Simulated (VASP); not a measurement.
Here is a VASP 6.6.1 calculation.

File INCAR:

```
ALGO = Fast
EDIFF = 1E-7
ENCUT = 520
GGA = PE
ISIF = 2
ISMEAR = 0
LASPH = True
LCHARG = False
LREAL = False
LWAVE = False
NBANDS = 8
NELM = 60
PREC = Accurate
SIGMA = 0.1
```

Contents of KPOINTS:

```
k-points
0
Gamma
  18 18 18
```

The input POSCAR:

```
Al                                      
1.0
    0.0000000000      2.0645171409      2.0645171409
    2.0645171409      0.0000000000      2.0645171409
    2.0645171409      2.0645171409      0.0000000000
  Al            
     1
Direct
     0.0000000000000000    0.0000000000000000    0.0000000000000000
```

Potentials or basis: VASP PAW PBE potentials, release 64 (Al).

The run is started by

```bash
$ cat potpaw_PBE.64/Al/POTCAR > POTCAR
$ mpirun -np 1 vasp_std > vasp.out
```

Question: Predict the pressure.

Answer: -4.4 GPa.

Question: Estimate the band gap on the k mesh.

Answer: None (metal or under the smearing width).
